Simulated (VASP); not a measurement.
Here is the system:

```
CELL_PARAMETERS angstrom
      4.66568     0.00000     0.00000
      0.00000     4.66568     0.00000
      0.00000     0.00000     4.66568
ATOMIC_POSITIONS crystal
  Cs 0.00000 0.00000 0.00000
  I  0.50000 0.50000 0.50000
```

Level of theory: revTPSS meta-GGA, VASP's PBE PAW potentials (set 64) (plane waves; VASP 6.6.1). Numerical set-up: 520 eV cut-off, 6×6×6 Γ-centred mesh, Gaussian smearing of 0.050 eV, potentials Cs_sv I.

Unless said otherwise, spin-orbit coupling is left out, though it shifts the bands of the heavy elements here.

Question: What does the run give for the energy per atom (σ→0), band gap (on the k-mesh) with the smallest direct gap where there is one?

Answer: 
```yaml
band gap (on the k-mesh): 4.03 eV
smallest direct gap (on the k-mesh): 4.13 eV
energy per atom (σ→0): 18.023 eV/atom
```

The absolute energy has meaning only against runs of the same code, potentials and settings.

The compound is CsI in the CsCl type structure. This cell is one point of a volume scan, at 1.03 of the reference volume.
